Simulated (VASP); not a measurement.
The system is Sn3P2.

```
Sn P
1.0
     5.24230    0.00000    0.00000
    -2.62115    4.53997    0.00000
     0.00000    0.00000    5.97661
Sn P
3 2
Direct
  0.50000 0.00000 0.00000
  0.00000 0.50000 0.00000
  0.50000 0.50000 0.00000
  0.00000 0.00000 0.68181
  0.00000 0.00000 0.31819
```

The cell was built by a generator and needn't be a form met in nature.

* Program: VASP 6.6.1
* Task: relaxation of cell and atoms
* Functional: PBE
* Potentials or basis: VASP PAW PBE potentials, release 64 (Sn_d, P)
* Cutoff: 520 eV
* k mesh: 3 × 3 × 3
* Occupations: gaussian, width 0.15 eV
* Spin: no spin polarisation

At the start: pressure 14.2 GPa; volume 28.45 Å³/atom.

Task: Where does the relaxation end?

Result: Over 24 steps the energy falls by 641.6 meV/atom and the volume is 30.58 Å³/atom (+7.5 %); space group P6/mmm (No. 191, to 0.05 Å).

The path:
```tsv
step	energy change (eV)	largest force (eV/Å)	pressure (GPa)	volume (Å³)
1	0.0000	0.8715	14.23	142.24
2	-2.4497	0.9167	-2.85	197.15
3	-2.6148	0.0543	-1.13	179.44
4	-2.6249	0.1344	-1.30	182.31
5	-2.6251	0.1728	-1.44	183.27
6	-2.7291	1.4466	-0.47	176.26
7	-2.7391	2.0417	-0.06	173.64
8	-2.7846	1.9865	0.25	171.66
9	-2.9123	1.9774	0.52	165.71
10	-3.0744	1.9017	1.39	153.95
11	-2.1954	1.2489	7.34	130.90
12	-2.9803	2.7814	2.14	151.30
13	-3.1089	1.5612	1.80	149.89
14	-3.1685	0.6368	1.33	148.40
15	-3.1749	0.3587	1.35	147.81
16	-3.1752	0.2973	1.24	147.68
17	-3.1893	0.2676	0.86	148.86
18	-3.2064	0.1753	0.42	151.84
19	-3.2065	0.1322	-0.07	153.03
20	-3.2069	0.1473	0.38	152.57
21	-3.2068	0.1496	-0.04	152.78
22	-3.2068	0.1423	0.19	152.67
23	-3.2076	0.0957	-0.03	152.76
24	-3.2081	0.0455	-0.03	152.89
```

Final structure:
```yaml
crystal:
  lattice:
    - [6.03087, 0.00000, 0.00000]
    - [-3.01544, 5.22289, 0.00000]
    - [0.00000, 0.00000, 4.85385]
  atoms:
    - { symbol: Sn, position: [0.50000, 0.00000, 0.00000] }
    - { symbol: Sn, position: [0.00000, 0.50000, 0.00000] }
    - { symbol: Sn, position: [0.50000, 0.50000, 0.00000] }
    - { symbol: P, position: [0.00000, 0.00000, 0.72061] }
    - { symbol: P, position: [0.00000, 0.00000, 0.27939] }
```

Caveat: the k mesh is coarse (spacing up to 0.46 Å⁻¹), so the values aren't converged.
